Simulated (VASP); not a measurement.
Calculation: HSE06 screened hybrid, VASP's PBE PAW potentials (set 64) (plane waves; VASP 6.6.1).

A VASP calculation is set up with these files.

KPOINTS:
```
Regular mesh
0
Gamma
1 1 1
0 0 0
```

POSCAR:
```
Mg31O31
1
    8.4869590160     0.0000000000     0.0000000000
    0.0000000000     8.4869590160     0.0000000000
    0.0000000000     0.0000000000     8.4869590160
Mg O
31 31
Direct
  0.4999475640   0.9999170297   0.9965346297
  0.7479388193   0.2519474500   0.9999325745
  0.7516524671   0.0000197518   0.2517272817
  0.9999402753   0.9999519521   0.9982228453
  0.2519072128   0.2518851412   0.0000648813
  0.5000124272   0.4998851269   0.9816663467
  0.7480270168   0.7479539272   0.9998744338
  0.2480763760   0.9999403720   0.2518405332
  0.4998186470   0.2305731419   0.2564642565
  0.7693458444   0.4999889290   0.2564705690
  0.4997362881   0.9999278027   0.5046502024
  0.7433406622   0.2563219879   0.4995288091
  0.7489451054   0.9998795740   0.7482569260
  0.0000956264   0.4999440376   0.9968053964
  0.2520744576   0.7479041585   0.9999637869
  0.9998470246   0.2481941996   0.2519564476
  0.2305184091   0.4999610917   0.2566922675
  0.4999298927   0.7693783885   0.2563491819
  0.9997019625   0.9999202170   0.5020703330
  0.2559429464   0.2562069741   0.4996336271
  0.7435543537   0.7436323561   0.4993774023
  0.2506009001   0.9998537371   0.7483979390
  0.4997596791   0.2574287763   0.7374389708
  0.7424296833   0.4998976641   0.7376728158
  0.9999619396   0.7518159715   0.2518403129
  0.9997629658   0.4999231818   0.5049297211
  0.2561334166   0.7435959819   0.4995864039
  0.9997548140   0.2506187240   0.7485315027
  0.2573510313   0.4998470447   0.7377172954
  0.4999250275   0.7422596895   0.7372586684
  0.9998610911   0.7491314211   0.7484434039
  0.7445694811   0.2553444950   0.2501447921
  0.9999413614   0.4999862680   0.2450248134
  0.9997045054   0.2479456900   0.4988745273
  0.2550966422   0.2552510724   0.2502564591
  0.7446726169   0.7447016770   0.2500603643
  0.9998540269   0.0000035707   0.2482838226
  0.4997037496   0.2361190492   0.4946756361
  0.7636196040   0.5000056686   0.4947700111
  0.9997948456   0.7519519086   0.4987837378
  0.7482573428   0.2514192084   0.7506440125
  0.9998200870   0.4998822839   0.7539446984
  0.9999128908   0.2505427802   0.0016839297
  0.2551875249   0.7446688615   0.2501937493
  0.4998497951   0.9999979643   0.2448249983
  0.2358958132   0.4999209809   0.4949352602
  0.4998517697   0.7636727482   0.4945415460
  0.7517115699   0.9999909246   0.4986180151
  0.2512936295   0.2513999271   0.7507134962
  0.4998477811   0.4998844929   0.7557086574
  0.7483810256   0.7484588138   0.7505473913
  0.9997959656   0.9998777775   0.7517162469
  0.4999087936   0.2565202556   0.0105032707
  0.7434264245   0.4999494773   0.0104400547
  0.0000370966   0.7493535868   0.0015798316
  0.2477893837   0.9998926135   0.4987602283
  0.2514150587   0.7483625644   0.7506299292
  0.4997882388   0.9998720354   0.7536450632
  0.2565972855   0.4998978376   0.0106708931
  0.5000373299   0.7432942508   0.0104719405
  0.7493133690   0.9999439716   0.0014891500
  0.2505550645   0.9998804423   0.0015707077
```

INCAR:
```
SYSTEM = Mg31O31
PREC = Normal
ENCUT = 400
EDIFF = 1E-5
NELM = 50
ALGO = Normal
LREAL = Auto
LASPH = .TRUE.
ISMEAR = 0
SIGMA = 0.05
GGA = PE
LWAVE = .FALSE.
LCHARG = .FALSE.
NELMIN = 4
ISYM = 0
HFSCREEN = 0.2
AEXX = 0.25
LHFCALC = .TRUE.
PRECFOCK = Fast
ISIF = 0
```

POTCAR, in this order: Mg O (PBE.64 set). Program: vasp_gam. Read from the step before: WAVECAR.

The resulting files:

OSZICAR:
```
       N       E                     dE             d eps       ncg     rms          rms(c)
DAV:   1    -0.437822950461E+03   -0.43782E+03   -0.75734E+00   312   0.793E+00    0.164E+00
DAV:   2    -0.437885106656E+03   -0.62156E-01   -0.17269E-01   340   0.101E+00    0.106E+00
DAV:   3    -0.437864889727E+03    0.20217E-01   -0.16849E-02   344   0.311E-01    0.678E-01
DAV:   4    -0.437860124126E+03    0.47656E-02   -0.50778E-03   336   0.178E-01    0.441E-01
DAV:   5    -0.437858428233E+03    0.16959E-02   -0.80772E-04   344   0.106E-01    0.257E-01
DAV:   6    -0.437857847910E+03    0.58032E-03   -0.30220E-04   344   0.633E-02    0.145E-01
DAV:   7    -0.437857661719E+03    0.18619E-03   -0.83158E-05   336   0.340E-02    0.852E-02
DAV:   8    -0.437857603087E+03    0.58632E-04   -0.35847E-05   312   0.216E-02    0.516E-02
DAV:   9    -0.437857587150E+03    0.15936E-04   -0.16216E-05   232   0.152E-02    0.314E-02
DAV:  10    -0.437857584136E+03    0.30137E-05   -0.83770E-06   220   0.107E-02
   1 F= -.43785758E+03 E0= -.43785758E+03  d E =-.129480E-10
```

File OUTCAR:
```
------------------------ aborting loop because EDIFF is reached ----------------------------------------
  volume of cell :      611.30
      direct lattice vectors                 reciprocal lattice vectors
     8.486959016  0.000000000  0.000000000     0.117827834  0.000000000  0.000000000
     0.000000000  8.486959016  0.000000000     0.000000000  0.117827834  0.000000000
     0.000000000  0.000000000  8.486959016     0.000000000  0.000000000  0.117827834
  FREE ENERGIE OF THE ION-ELECTRON SYSTEM (eV)
  ---------------------------------------------------
  free  energy   TOTEN  =      -437.8575841364 eV

  energy  without entropy=     -437.8575841364  energy(sigma->0) =     -437.85758414

  exchange ACFDT corr.  =         0.00000000  see jH, gK, PRB 81, 115126
```
(Selected blocks of OUTCAR.)

File OUTCAR:
```
 val. band max:        1.5945698550   @ k =   0.0000   0.0000   0.0000

 cond. band min:       5.8228264561   @ k =   0.0000   0.0000   0.0000


 Fermi energy:         1.8300706156

 k-point     1 :       0.0000    0.0000    0.0000
  band No.  band energies     occupation
      1     -17.1697      2.00000
      2     -16.5740      2.00000
      3     -16.4963      2.00000
      4     -16.4770      2.00000
      5     -16.4768      2.00000
      6     -16.3850      2.00000
      7     -16.2529      2.00000
      8     -16.1779      2.00000
      9     -16.1161      2.00000
     10     -16.0561      2.00000
     11     -16.0560      2.00000
     12     -16.0559      2.00000
     13     -15.9623      2.00000
     14     -15.9615      2.00000
     15     -15.9404      2.00000
     16     -15.9101      2.00000
     17     -15.8738      2.00000
     18     -15.8411      2.00000
     19     -15.8409      2.00000
     20     -15.8329      2.00000
     21     -15.6760      2.00000
     22     -15.6296      2.00000
     23     -15.6017      2.00000
     24     -15.6012      2.00000
     25     -15.5709      2.00000
     26     -15.4927      2.00000
     27     -15.4242      2.00000
     28     -15.3382      2.00000
     29     -15.3366      2.00000
     30     -15.2893      2.00000
     31     -15.1697      2.00000
     32      -3.2828      2.00000
     33      -3.2825      2.00000
     34      -3.2355      2.00000
     35      -3.1238      2.00000
     36      -2.7025      2.00000
     37      -2.7024      2.00000
     38      -2.6860      2.00000
     39      -2.3779      2.00000
     40      -2.1775      2.00000
     41      -2.1577      2.00000
     42      -2.1573      2.00000
     43      -2.1201      2.00000
     44      -2.0992      2.00000
     45      -2.0991      2.00000
     46      -2.0726      2.00000
     47      -2.0724      2.00000
     48      -1.9866      2.00000
     49      -1.9623      2.00000
     50      -1.6277      2.00000
     51      -1.6046      2.00000
...
```

The supercell is sampled at Γ alone, which is coarse: total energies, pressure and levels can be off, energies of defects by several tenths of an eV.

The cell is a supercell with a defect, built from MgO (rock salt): vac_Mg-vac_O. The cell's shape comes from a PBE relaxation. The run is not spin-polarised, so no state with unpaired spins was tried.
